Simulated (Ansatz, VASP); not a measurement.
## MgTiS3: VASP beside Ansatz

Aim: how closely do two programs agree when they are given the same cell, functional and k mesh? The cell is generated by rule, not measured, and may not be a known phase. The cell is taken from a series of runs on this material, whose earlier steps may have relaxed, scaled, displaced or heated it; both programs get it as it stands.

Main program and level: Ansatz 0.2.0; plane waves, with VASP 6.6.1 beside it; relaxation of cell and atoms at PBE.

The structure was built from a prototype and need not be the compound's stable phase.

## Step 1: Starting point

The structure is monoclinic, space group P2_1 (No. 4). Conventional cell: a = 3.496 Å, b = 6.165 Å, c = 9.242 Å, α = 90.00°, β = 100.87°, γ = 90.00°. Nearest to Mg lie 6 S at 2.55 to 2.64 Å. Ti has 6 S at 2.31 to 2.66 Å nearest. S has 3 Ti at 2.31 to 2.66 Å nearest. Nearest to S lie 1 Ti at 2.45 Å and 4 Mg at 2.55 to 2.58 Å. S has 2 Ti at 2.36 to 2.52 Å and 2 Mg at 2.57 to 2.64 Å nearest. Farther neighbours and most contacts between anions are not listed.

## Step 2: Ansatz: relaxation of cell and atoms, PBE

Ansatz runs on its PAW soft_1 files.

The relaxed volume is the usual yardstick between codes: in a stiff, nearly cubic crystal its relative difference is about their pressure difference at one cell divided by the bulk modulus.

File input.yaml:

```yaml
crystal:
  lattice:
    - [3.4963106668, 0.0, 0.0]
    - [0.0, 6.1651508372, 0.0]
    - [-1.7429407637, 0.0, 9.0763604884]
  atoms:
    - { symbol: Mg, position: [0.9899670956, 0.9424828202, 0.9810105291] }
    - { symbol: Mg, position: [0.0100329044, 0.4424828202, 0.0189894709] }
    - { symbol: Ti, position: [0.3054827584, 0.436076814, 0.6641970171] }
    - { symbol: Ti, position: [0.6945172416, 0.936076814, 0.3358029829] }
    - { symbol: S, position: [0.7763654041, 0.2406280368, 0.5437540874] }
    - { symbol: S, position: [0.5585966452, 0.7087234294, 0.115281274] }
    - { symbol: S, position: [0.2236345959, 0.7406280368, 0.4562459126] }
    - { symbol: S, position: [0.4414033548, 0.2087234294, 0.884718726] }
    - { symbol: S, position: [0.8904627166, 0.6636365203, 0.7704157186] }
    - { symbol: S, position: [0.1095372834, 0.1636365203, 0.2295842814] }
kpoints:
  mp_grid: { grid: [8, 4, 4] }
hamiltonian:
  xc: pbe
  pseudopotentials: { kind: paw, azcp: { folder: soft_1 } }
scf:
  occupations: { method: fixed }
output:
  forces: true
  stress: true
  eigenvalues: true
relax:
  adjacent_minimum: "off"
  f_tol: 0.001
  max_steps: 60
  cell: { stress_tol: 0.01 }
```

Command:

```bash
ansatz run input.yaml --threads 4 --pin off --max-ram 16384MiB --backend cpu --events-out ev --progress --plain --runs-dir out
```

Numbers of over 12 decimals in the logs are rounded to 6 here.

Log:

```text
Engine: ansatz 0.2.0, aarch64-unknown-linux-gnu
Pseudopotentials: kind: paw
Pseudopotential: Mg, paw, valence charge 10, recommended cutoff 420 eV (normal), soft_1/Mg.paw.azcp
Pseudopotential: Ti, paw, valence charge 12, recommended cutoff 420 eV (normal), soft_1/Ti.paw.azcp
Pseudopotential: S, paw, valence charge 6, recommended cutoff 420 eV (normal), soft_1/S.paw.azcp
Functional definition: PBE
  parameter kappa = 0.804
  parameter beta = 0.066725
  exchange = pbe_x(kappa = kappa, mu = beta*pi^2/3)
  correlation = pbe_c(beta = beta)
Crystal: 10 atoms, lattice volume = 195.644 Å³
Basis set: ecut = 420 eV, 3851 PW (Γ), exchange–correlation on 48×90×128 points (8 copies of the dense FFT grid, shifted against one another)
Bands: 50, of which v1, the nominal top of the filled ones, is band 40 counted from 1 (39 counted from 0)
Symmetry: 2 space group operations
Space group: P21 (ITA 4), of the structure as read, at distance tolerance 5.8e-5 Å
k-points: 54 of 128 (time reversal used)
Non-local potential: Mg, projectors of the file, l = 0: 3, l = 1: 2, l = 2: 1
Non-local potential: Ti, projectors of the file, l = 0: 3, l = 1: 2, l = 2: 3, l = 3: 1
Non-local potential: S, projectors of the file, l = 0: 2, l = 1: 2, l = 2: 1
PAW form: soft (Blöchl's): semilocal exchange-correlation on the pseudo side does not see the compensation charge
PAW one-centre angular grid: Mg, 110 points (default); XC on 64 Gauss nodes
PAW one-centre angular grid: Ti, 590 points (default); XC on 64 Gauss nodes
PAW one-centre angular grid: S, 110 points (default); XC on 64 Gauss nodes
Initial density: superposition of atomic densities (chi_scale 0.1, normalization cell, long waves kept (reshape's long-wave potential 0.40 eV rms))
Initial wavefunctions: pseudopotential atomic-orbital guess
Functional: x = pbe(κ = 0.804, μ = 0.219515), c = pbe(β = 0.066725)
SCF iter   1: F=—  HF=-14273.431412 eV  |F-HF|=—  |Δ(HF+E_count)|=         —  Δρ=4.52e-2  dr2=8.89e0  ethr=3.10e-3  ⟨swp⟩=5.9  Hψ=10615  notcnv=0  defer=400
preconditioner: auto → Resta (q_TF=auto, 2.351 Å⁻¹)  ε∞=7.9  [insulator: Δε(μ)=0.403 eV  Ē_g=6.996 eV  n_scr=50 (ndim 8)  ℏωp=18.4 eV  f_vac=0.004  ε∞_Penn≈7.9]
SCF iter   2: F=—  HF=-14272.493762 eV  |F-HF|=—  |Δ(HF+E_count)|=   9.38e-1  Δρ=3.48e-2  dr2=3.40e0  ethr=3.10e-3  ⟨swp⟩=3.4  Hψ=4976  notcnv=0  defer=368
SCF iter   3: F=—  HF=-14272.157763 eV  |F-HF|=—  |Δ(HF+E_count)|=   3.36e-1  Δρ=1.91e-2  dr2=1.37e0  ethr=3.10e-3  ⟨swp⟩=3.0  Hψ=3907  notcnv=0  defer=375
SCF iter   4: F=—  HF=-14271.996037 eV  |F-HF|=—  |Δ(HF+E_count)|=   1.62e-1  Δρ=5.69e-3  dr2=8.71e-2  ethr=1.71e-3  ⟨swp⟩=2.6  Hψ=3462  notcnv=0  defer=330
SCF iter   5: F=—  HF=-14272.000085 eV  |F-HF|=—  |Δ(HF+E_count)|=   4.05e-3  Δρ=2.31e-3  dr2=1.66e-2  ethr=1.09e-4  ⟨swp⟩=2.0  Hψ=3937  notcnv=0  defer=429
SCF iter   6: F=—  HF=-14272.004201 eV  |F-HF|=—  |Δ(HF+E_count)|=   4.12e-3  Δρ=7.18e-4  dr2=1.75e-3  ethr=2.08e-5  ⟨swp⟩=2.1  Hψ=3586  notcnv=0  defer=432
SCF iter   7: F=—  HF=-14272.005192 eV  |F-HF|=—  |Δ(HF+E_count)|=   9.91e-4  Δρ=2.51e-4  dr2=2.36e-4  ethr=2.18e-6  ⟨swp⟩=2.0  Hψ=3879  notcnv=0  defer=432
SCF iter   8: F=—  HF=-14272.005373 eV  |F-HF|=—  |Δ(HF+E_count)|=   1.81e-4  Δρ=6.77e-5  dr2=1.38e-5  ethr=2.95e-7  ⟨swp⟩=2.0  Hψ=3810  notcnv=0  defer=246
SCF iter   9: F=—  HF=-14272.005375 eV  |F-HF|=—  |Δ(HF+E_count)|=   1.75e-6  Δρ=2.17e-5  dr2=1.40e-6  ethr=1.73e-8  ⟨swp⟩=2.0  Hψ=4148  notcnv=0  defer=192
SCF iter  10: F=-14272.005376 eV  HF=-14272.005376 eV  |F-HF|=1.32e-8  |Δ(HF+E_count)|=   6.61e-7  Δρ=4.95e-6  dr2=6.32e-8  ethr=1.25e-10  ⟨swp⟩=13.0  Hψ=17433  notcnv=0
SCF 1 converged in 10 iterations: F = -14272.005376 eV  dr2 = 6.32e-8
  greatest PAW one-centre occupation: 1.000 electrons in one spin orbital (limit 2), on the Mg atom at site 1 (counted from 0), in its partial waves of l = 0
relax step   1: F+E_penalty+E_count = -14272.00537553 eV  Δ(F+E_penalty+E_count) = +0.000e0 eV  max|allowed force component| = 3.226e-2 eV/Å  Δτ_max = 0.0000 Å  P = -0.021 GPa  Ω = 195.644 Å³  (10 SCF iters, dr2 threshold 1.00e-7 eV, accepted)
[...]
relax step  13: F+E_penalty+E_count = -14272.00592899 eV  Δ(F+E_penalty+E_count) = -5.603e-7 eV  max|allowed force component| = 4.179e-4 eV/Å  Δτ_max = 0.0003 Å  P = +0.000 GPa  Ω = 195.523 Å³  energy of the carried Pulay correction = +1.437e-5 eV  (8 SCF iters, accepted)
[...]
relax step  14: F+E_penalty+E_count = -14272.00591570 eV  Δ(F+E_penalty+E_count) = +1.328e-5 eV  max|allowed force component| = 4.168e-4 eV/Å  Δτ_max = 0.0000 Å  P = +0.001 GPa  Ω = 195.523 Å³  stress off target by 2.01e-3 GPa  SCF on the basis re-selected at this cell (its energy is not comparable with the rows above)  (9 SCF iters)
basis re-selected at this cell: Δ(F+E_penalty+E_count) = +1.328e-5 eV, ΔP = +0.000 GPa vs the last step (what re-selecting the basis moved, of the pressure what is left beyond the Pulay correction that the steps carried, after the strain that the cell walked since its last selection, with what the two solves' SCF thresholds leave and, on support functions, any second-order correction that the steps lacked; it is no m [...]
SCF converged after 9 iterations
Free energy (F): -14272.005916 eV
Harris-Foulkes:  -14272.005916 eV  (|F-HF|=3.64e-12)
Internal energy: -14272.005916 eV  (E = F + TS)
E sigma→0 (E₀):  -14272.005916 eV
Fermi energy:    6.511882 eV
--- Per-component energies (eV) ---
  E_band       = -1148.000197
  E_kinetic    = 1334.703655
  E_local      = -6993.353078  (includes V_loc(G=0)·N_el)
  E_nonlocal   = 712.980574
  E_hartree    = 2572.294356
  E_xc         = -821.626883
  E_vxc        = -859.149486  (∫ρ·V_xc dr)
  E_paw        = -6334.554914  (= ΣΔE_a)
  E_vpaw       = -487.770049  (= ΣTr[D̂ρ^β])
  E_aug_tail   = -0.000453  (compensation charges beyond the density's cutoff)
  E_ewald      = -4742.449173
  E_smearing   = -0.000000  (= −TS)
  E_closure    = 0.000000  (closes the sum)
  Σ components = -14272.005916   (vs F -14272.005916, Δ=0.00e0)
--- Forces (eV/Å), atoms counted from 1 ---
  atom   1  Mg    -0.00006071    -0.00000430     0.00040525
  atom   2  Mg     0.00006071    -0.00000430    -0.00040525
  atom   3  Ti     0.00009338    -0.00039664     0.00041683
  atom   4  Ti    -0.00009338    -0.00039664    -0.00041683
  atom   5  S     -0.00011717     0.00029325    -0.00027076
  atom   6  S      0.00005448    -0.00009360     0.00034506
  atom   7  S      0.00011717     0.00029325     0.00027076
  atom   8  S     -0.00005448    -0.00009360    -0.00034506
  atom   9  S      0.00010026     0.00020175     0.00022640
  atom  10  S     -0.00010026     0.00020175    -0.00022640
  max |Σ_I F_I| component: 9.19e-7 eV/Å
--- Stress (GPa, compression-positive) ---
        0.002006       0.000000       0.000115
        0.000000       0.001144       0.000000
        0.000115       0.000000      -0.001382
  P = ⅓ Tr σ = 0.0006 GPa (0.006 kbar)
--- Band table (eV; the first three rows and the last of 54) ---
  k-point 0: bands = [... 36 lower, 6.1118, 6.3633, 6.4084, 6.5119, 7.0913, 7.2641, 7.7836, 7.9058, ... 6 higher]
  k-point 1: bands = [... 36 lower, 5.8745, 6.1293, 6.2302, 6.3777, 7.2320, 7.2526, 7.7771, 7.9668, ... 6 higher]
  k-point 2: bands = [... 36 lower, 5.7538, 5.7617, 6.0987, 6.2621, 7.2256, 7.2986, 7.7845, 8.0123, ... 6 higher]
  k-point 53: bands = [... 36 lower, 5.2353, 5.2353, 5.6829, 5.6829, 7.3867, 7.3867, 8.1803, 8.1803, ... 6 higher]
--- Relaxed structure (13 steps of the walk, 9 accepted, 1 SCFs on fresh bases) ---
  F+E_penalty+E_count = -14272.00591570 eV   max|allowed force component| = 4.168e-4 eV/Å   (the final SCF, on the basis selected at the relaxed cell)
  cell:  # Å, volume = 195.5235 Å³
    - [3.494083, 0, 7.742188634693664e-5]
    - [0, 6.166268, 0]
    - [-1.741629, 0, 9.074891]
  atoms:
    - { symbol: Mg, position: [0.990062, 0.942213, 0.981004] }
    - { symbol: Mg, position: [0.00993807, 0.442213, 0.018996] }
    - { symbol: Ti, position: [0.309477, 0.436083, 0.664195] }
    - { symbol: Ti, position: [0.690523, 0.936083, 0.335805] }
    - { symbol: S, position: [0.775629, 0.241374, 0.543684] }
    - { symbol: S, position: [0.558487, 0.708491, 0.115408] }
    - { symbol: S, position: [0.224371, 0.741374, 0.456316] }
    - { symbol: S, position: [0.441513, 0.208491, 0.884591647437] }
    - { symbol: S, position: [0.889781, 0.663386, 0.770513] }
    - { symbol: S, position: [0.110219, 0.163386, 0.229487] }
```

Reading the cycles: dr2 is the Hartree energy of the density residual (eV), the measure of convergence; HF is the Harris–Foulkes estimate of the energy, which meets the free energy F at convergence.

[end of part 1 of 2]

[Lines on the potential files, build, host, timing and source positions are cut from VASP's logs without a mark.]

[Logs are printed without paths, hosts, clocks, repeated set-up lines and the standing remarks that a program may print on its own settings, such as how far it seeks lower states.]

[Hosts, paths, dates, database ids (printed as entryN), source tags and the programs' standing remarks are cut or masked in the printed files.]
